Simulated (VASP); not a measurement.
Calculation: PBEsol GGA, VASP's PBE PAW potentials (set 64) (plane waves; VASP).

A VASP calculation is set up with these files.

### POSCAR
```
Zr4C3N
21.62120
  0.0766451446   0.0442511054   0.5000000000
 -0.0766451446   0.0442511054   0.5000000000
  0.0000000000  -0.0885022108   0.5000000000
Zr C N
4 3 1
Cart
  0.0000000000   0.0000000000   1.3117605000
 -0.0000000000  -0.0000000000   0.1882395000
 -0.0000000000   0.0000000000   0.5640045000
 -0.0000000000   0.0000000000   0.9359955000
 -0.0000000000   0.0000000000   0.3778650000
 -0.0000000000   0.0000000000   1.1221350000
  0.0000000000   0.0000000000   0.7500000000
  0.0000000000   0.0000000000   0.0000000000
```

File KPOINTS:
```
Automatic mesh
0
Gamma
6 6 6
0 0 0
```

### INCAR
```
SYSTEM  =  Zr4C3N
PREC  =  Accurate; ENCUT  =  400; LREAL  =  .False.
LASPH  =  .True.
EDIFF  =  1E-6; NELM  =  100; ALGO  =  Normal
LMAXMIX  =  4
ISMEAR  =  0; SIGMA  =  0.272
GGA  =  PS
ISIF  =  2
LWAVE  =  .False.; LCHARG  =  .False.
```

POTCAR, in this order: Zr_sv C N (PBE.64 set). Program: vasp_std.

At this cut-off the stress carries a Pulay error, which pulls relaxed volumes low.

Q: What does the run give for the energy per atom (σ→0), pressure, largest force, band gap (on the k-mesh)?

A: 
| Quantity | Value |
|---|---|
| energy per atom (σ→0) | -10.432 eV/atom |
| band gap (on the k-mesh) | none (metal, semimetal or under 0.01 eV) |
| pressure | -6.96 GPa |
| largest force | 0.00494 Ha/bohr |

### OSZICAR
```
...
DAV:   9    -0.834848933865E+02    0.71028E-02   -0.12039E-01  3300   0.159E+00    0.726E-01
DAV:  10    -0.834856164376E+02   -0.72305E-03   -0.13154E-02  3033   0.773E-01    0.235E-01
DAV:  11    -0.834854156014E+02    0.20084E-03   -0.23402E-03  3577   0.255E-01    0.762E-02
DAV:  12    -0.834854342891E+02   -0.18688E-04   -0.35345E-04  3232   0.927E-02    0.300E-02
DAV:  13    -0.834854215393E+02    0.12750E-04   -0.50323E-05  3145   0.342E-02    0.843E-03
DAV:  14    -0.834854202148E+02    0.13245E-05   -0.47225E-06  2464   0.116E-02    0.258E-03
DAV:  15    -0.834854198629E+02    0.35184E-06   -0.48679E-07  1913   0.408E-03
   1 F= -.83485420E+02 E0= -.83454566E+02  d E =-.617086E-01
```

The structure comes from a computed database's Zr4C3N entry; how it stands against other phases isn't given here. The cell was not relaxed at this level. The k-mesh is coarse (spacing up to 0.37 per Å, 2π included), so the numbers may not be converged in it. The electron count is odd and the run is not spin-polarised, which forces a metal.
